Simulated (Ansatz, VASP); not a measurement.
# GaN: VASP beside Ansatz

One calculation is typed for both programs; each brings its own data sets. How far apart do they land? The cell is taken from a series of runs on this material, whose earlier steps may have relaxed, scaled, displaced or heated it; both programs get it as it stands.

Main program and level: Ansatz 0.2.0; plane waves, with VASP 6.6.1 beside it; G0W0 gap at LDA.

**1. Starting point**

It takes space group Imm2 (No. 44, orthorhombic). Conventional cell: a = 3.172 Å, b = 3.219 Å, c = 4.552 Å, α = 90.00°, β = 90.00°, γ = 90.00°. Ga has 4 N at 1.96 to 1.97 Å nearest. N has 4 Ga at 1.96 to 1.97 Å nearest. Farther neighbours and most contacts between anions are not listed.

**2. Ansatz: G0W0 gap, LDA**

Ansatz runs on its default PAW (the set named soft_2) files.

Quasiparticle shifts depend on high empty states and on the cores, so they are the hardest test of two PAW sets.

input.yaml

```yaml
crystal:
  lattice:
    - [-1.6094002156, -2.2760356178, 1.5861703575]
    - [1.6094002156, -2.2760356178, 1.5861703575]
    - [0.0, -3.5e-09, 3.17234072]
  atoms:
    - { symbol: Ga, position: [-0.0008936072, -0.0008936072, 0.0008936072] }
    - { symbol: "N", position: [0.2508936072, 0.2508936072, 0.2491063928] }
kpoints:
  mp_grid: { grid: [8, 8, 8] }
hamiltonian:
  xc: lda
scf:
  occupations: { method: fixed }
gw:
  n_empty_bands: 96
  ecut_chi: 150.0
  qp_bands: [v3, c1]
  screening: { model: contour_deformation }
```

The run is started by

```console
> ansatz run input.yaml --threads 14 --pin off --max-ram 73728MiB --backend cpu --events-out ev --progress --plain --runs-dir out
```

Numbers of over 12 decimals in the logs are rounded to 6 here.

Log:

```text
Engine: ansatz 0.2.0, aarch64-unknown-linux-gnu
Pseudopotentials: kind: paw
Pseudopotential: Ga, paw, valence charge 13, recommended cutoff 420 eV (normal), Ga.paw.azcp
Pseudopotential: N, paw, valence charge 5, recommended cutoff 420 eV (normal), N.paw.azcp
Functional definition: SPW92
  exchange = slater_x
  correlation = pw_c
Crystal: 2 atoms, lattice volume = 23.241 Å³
Basis set: ecut = 420 eV, 459 PW (Γ)
Bands: 13, of which v1, the nominal top of the filled ones, is band 9 counted from 1 (8 counted from 0)
Symmetry: 4 space group operations
Space group: Imm2 (ITA 44), of the structure as read, at distance tolerance 2.9e-5 Å
k-points: 95 of 512 (time reversal used)
Non-local potential: Ga, projectors of the file, l = 0: 2, l = 1: 2, l = 2: 3, l = 3: 1
Non-local potential: N, projectors of the file, l = 0: 2, l = 1: 2, l = 2: 1
PAW form: soft (Blöchl's): semilocal exchange-correlation on the pseudo side does not see the compensation charge
PAW frozen core: Ga, regenerated for the run's functional, and the local potential with it (the file was generated under x = pbe(κ = 0.804, μ = 0.219515), c = pbe(β = 0.066725))
PAW frozen core: N, regenerated for the run's functional, and the local potential with it (the file was generated under x = pbe(κ = 0.804, μ = 0.219515), c = pbe(β = 0.066725))
PAW one-centre angular grid: Ga, 590 points (default); XC on 64 Gauss nodes
PAW one-centre angular grid: N, 110 points (default); XC on 64 Gauss nodes
Initial density: superposition of atomic densities (neutral atoms: chi_scale 0, normalization atom), corrected by the library's trained network
Initial wavefunctions: pseudopotential atomic-orbital guess
Functional: x = slater, c = lda
SCF iter   1: F=—  HF=-4082.058667 eV  |F-HF|=—  |Δ(HF+E_count)|=         —  Δρ=1.33e-2  dr2=4.02e-2  ethr=1.77e-3  ⟨swp⟩=4.3  Hψ=5654  notcnv=0  defer=146
preconditioner: auto → none  [insulator: Δε(μ)=1.462 eV  Ē_g=18.509 eV  n_scr=8 (ndim 8)  ℏωp=32.7 eV  f_vac=0.001  ε∞_Penn≈4.1]
SCF iter   2: F=—  HF=-4082.049454 eV  |F-HF|=—  |Δ(HF+E_count)|=   9.21e-3  Δρ=6.94e-3  dr2=8.18e-3  ethr=2.23e-4  ⟨swp⟩=2.3  Hψ=2509  notcnv=0  defer=190
SCF iter   3: F=—  HF=-4082.047015 eV  |F-HF|=—  |Δ(HF+E_count)|=   2.44e-3  Δρ=1.72e-3  dr2=2.79e-4  ethr=4.55e-5  ⟨swp⟩=2.0  Hψ=1682  notcnv=0  defer=190
SCF iter   4: F=—  HF=-4082.046906 eV  |F-HF|=—  |Δ(HF+E_count)|=   1.09e-4  Δρ=5.97e-4  dr2=2.62e-5  ethr=1.55e-6  ⟨swp⟩=2.9  Hψ=2210  notcnv=0  defer=187
SCF iter   5: F=—  HF=-4082.046890 eV  |F-HF|=—  |Δ(HF+E_count)|=   1.56e-5  Δρ=3.50e-5  dr2=1.47e-7  ethr=1.46e-7  ⟨swp⟩=2.1  Hψ=2000  notcnv=0
SCF iter   6: F=-4082.046890 eV  HF=-4082.046890 eV  |F-HF|=3.20e-9  |Δ(HF+E_count)|=   5.81e-9  Δρ=7.97e-6  dr2=7.26e-9  ethr=5.56e-10  ⟨swp⟩=4.2  Hψ=4500  notcnv=0
SCF 1 converged in 6 iterations: F = -4082.046890 eV  dr2 = 7.26e-9
  greatest PAW one-centre occupation: 0.995 electrons in one spin orbital (limit 2), on the Ga atom at site 0 (counted from 0), in its partial waves of l = 2
NSCF: frozen V_eff on 95 k-points
G₀W₀ screening: q 1/95
[... further progress lines ...]
NSCF: frozen V_eff on 1 k-points
NSCF: frozen V_eff on 1 k-points
SCF converged after 6 iterations
Free energy (F): -4082.046890 eV
Harris-Foulkes:  -4082.046890 eV  (|F-HF|=3.20e-9)
Internal energy: -4082.046890 eV  (E = F + TS)
E sigma→0 (E₀):  -4082.046890 eV
Fermi energy:    9.106201 eV
--- Per-component energies (eV) ---
  E_band       = -16.805358
  E_kinetic    = 245.858137
  E_local      = -1965.246982  (includes V_loc(G=0)·N_el)
  E_nonlocal   = 477.416811
  E_hartree    = 899.928952
  E_xc         = -127.426546
  E_vxc        = -133.676882  (∫ρ·V_xc dr)
  E_paw        = -2035.029906  (= ΣΔE_a)
  E_vpaw       = -441.014096  (= ΣTr[D̂ρ^β])
  E_aug_tail   = 0.000047  (compensation charges beyond the density's cutoff)
  E_ewald      = -1579.355929
  E_core_change = 1.808524  (= ΣΔE_core)
  E_smearing   = -0.000000  (= −TS)
  E_closure    = 0.000000  (closes the sum)
  Σ components = -4082.046890   (vs F -4082.046890, Δ=0.00e0)
--- Band table (eV; the first three rows and the last of 95) ---
  k-point 0: bands = [... 5 lower, -4.2220, 9.0175, 9.0256, 9.1062, 10.6776, 18.9039, 19.0910, 19.2299]
  k-point 1: bands = [... 5 lower, -4.2239, 7.5600, 8.8562, 8.8854, 11.8063, 18.4396, 19.1602, 19.3539]
  k-point 2: bands = [... 5 lower, -4.1081, 5.2513, 8.5008, 8.5137, 12.9272, 17.6121, 19.4459, 19.5191]
  k-point 94: bands = [... 5 lower, -2.3621, 2.8476, 6.3102, 6.5087, 12.3241, 15.5246, 20.3760, 22.5912]
--- G₀W₀: contour deformation, 7 samples at zero and on the imaginary axis and 3 off it, 512 q-points, 96 empty bands' worth ---
[...]
68     9      8.0520   -22.6337     3.1033   -18.9968  0.7619     7.5137     7.5185  root
    68    10     14.1983   -10.6910    -4.7268   -16.3193  0.7793    15.1160    15.0997  root
    69     7      6.3281   -22.7618     3.3527   -18.7887  0.7502     5.6983     5.7077  root
    69     8      7.9824   -22.5160     3.0478   -18.9310  0.7628     7.4403     7.4452  root
    69     9      8.9044   -23.4358     2.9382   -20.0310  0.7645     8.4346     8.4378  root
    69    10     12.8812   -11.8599    -4.1575   -16.8517  0.7852    13.7267    13.7155  root
    70     7      3.4430   -21.8434     4.3457   -16.8280  0.7173     2.7644     2.7735  root
    70     8      6.2148   -21.3323     3.4236   -17.2825  0.7500     5.5793     5.5887  root
    70     9      7.5199   -22.1016     3.1763   -18.3593  0.7600     6.9482     6.9539  root
    70    10     14.9652   -10.2431    -4.9477   -16.1285  0.7815    15.9222    15.9030  root
    71     7      2.6615   -20.3444     4.4180   -15.3190  0.7097     2.0472     2.0541  root
    71     8      6.0562   -21.4466     3.4670   -17.3474  0.7485     5.4141     5.4240  root
    71     9      7.2633   -21.8288     3.2290   -18.0175  0.7588     6.6746     6.6810  root
    71    10     15.3591   -10.7405    -5.0460   -16.8245  0.7858    16.4217    16.3971  root
    72     7      5.5953   -23.5986     3.7341   -19.2010  0.7393     4.9235     4.9318  root
    72     8      7.5185   -22.1469     3.1801   -18.3960  0.7596     6.9418     6.9478  root
    72     9      7.6780   -22.2775     3.2010   -18.5119  0.7597     7.1077     7.1134  root
    72    10     13.4826   -10.1849    -4.4026   -15.3777  0.7893    14.2832    14.2726  root
    73     7      3.7472   -22.1890     4.2821   -17.2263  0.7250     3.0544     3.0666  root
    73     8      5.7796   -21.0102     3.5391   -16.8268  0.7445     5.1239     5.1354  root
    73     9      8.0051   -22.5272     3.0813   -18.9169  0.7618     7.4715     7.4761  root
    73    10     15.2496   -10.8755    -5.2015   -17.1427  0.7755    16.3438    16.3153  root
    74     7      2.9248   -20.6128     4.3438   -15.6608  0.7122     2.3103     2.3166  root
    74     8      5.3822   -21.0721     3.6762   -16.7341  0.7391     4.7073     4.7204  root
[...]
93     7      3.1133   -21.2231     4.2533   -16.3836  0.7134     2.5234     2.5272  root
    93     8      4.7845   -20.1229     3.7918   -15.6454  0.7316     4.0832     4.0988  root
    93     9      7.0173   -21.6018     3.3336   -17.6739  0.7560     6.4162     6.4231  root
    93    10     14.0512    -8.8661    -4.3845   -13.9184  0.8077    14.7261    14.7190  root
    94     7      2.8476   -22.1069     4.4877   -16.9784  0.7116     2.1994     2.2069  root
    94     8      6.3102   -20.9620     3.4227   -16.9195  0.7512     5.6824     5.6904  root
    94     9      6.5087   -21.1176     3.4332   -17.0690  0.7520     5.8855     5.8933  root
    94    10     12.3241    -8.7096    -4.0108   -13.2566  0.8184    12.8640    12.8602  root
```

[end of part 1 of 2]

[Lines on the potential files, build, host, timing and source positions are cut from VASP's logs without a mark.]

[Logs are printed without paths, hosts, clocks, repeated set-up lines and the standing remarks that a program may print on its own settings, such as how far it seeks lower states.]

[Hosts, paths, dates, database ids (printed as entryN), source tags and the programs' standing remarks are cut or masked in the printed files.]
